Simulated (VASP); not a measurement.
Crystal: SnSe2.

```xyz
3
Lattice="3.8419 0.0000 0.0000 -1.9209 3.3272 0.0000 0.0000 0.0000 6.4859" Properties=species:S:1:pos:R:3 pbc="T T T"
Sn    0.0000    0.0000    0.0000
Se    1.9209    1.1091    4.9105
Se    0.0000    2.2181    1.5754
```

The cell is a database's computed one.

```yaml
Program: VASP 6.6.1
Task: relaxation of cell and atoms
Functional: PBEsol
Potentials_or_basis: VASP PAW PBE potentials, release 64 (Sn_d, Se)
Cutoff: 300 eV
k_mesh: 9 × 9 × 4
Occupations: gaussian, width 0.02 eV
Spin: no spin polarisation
```

At the start: pressure -0.8 GPa; volume 27.64 Å³/atom.

Question: Where does the relaxation end?

Answer: Over 13 steps the energy falls by 6.8 meV/atom and the volume is 25.62 Å³/atom (-7.3 %); space group P-3m1 (No. 164, to 0.05 Å).

The path:
| step | energy change (eV) | largest force (eV/Å) | pressure (GPa) | volume (Å³) |
| --- | --- | --- | --- | --- |
| 1 | 0.0000 | 0.0634 | -0.84 | 82.91 |
| 2 | -0.0043 | 0.1913 | 0.37 | 81.18 |
| 3 | -0.0045 | 0.1679 | 0.15 | 81.48 |
| 4 | -0.0066 | 0.0825 | 0.00 | 81.28 |
| 5 | -0.0069 | 0.0371 | -0.08 | 81.17 |
| 6 | -0.0081 | 0.0359 | -0.08 | 80.94 |
| 7 | -0.0114 | 0.0330 | -0.10 | 80.23 |
| 8 | -0.0169 | 0.0297 | -0.06 | 78.81 |
| 9 | -0.0196 | 0.0317 | 0.32 | 75.95 |
| 10 | -0.0203 | 0.0369 | 0.16 | 76.96 |
| 11 | -0.0204 | 0.0364 | 0.18 | 76.76 |
| 12 | -0.0123 | 0.2347 | -1.39 | 77.70 |
| 13 | -0.0205 | 0.0031 | -0.01 | 76.87 |

Final structure:
```xyz
3
Lattice="3.8188 0.0000 0.0000 -1.9094 3.3072 0.0000 0.0000 0.0000 6.0869" Properties=species:S:1:pos:R:3 pbc="T T T"
Sn    0.0000    0.0000    0.0000
Se    1.9094    1.1024    4.4994
Se    0.0000    2.2048    1.5875
```

Caveat: the PAW data sets were made with another functional, which shifts forces and pressure a little; this functional lacks dispersion, which binds the layers, so the pressure and a relaxed spacing across them are unreliable.
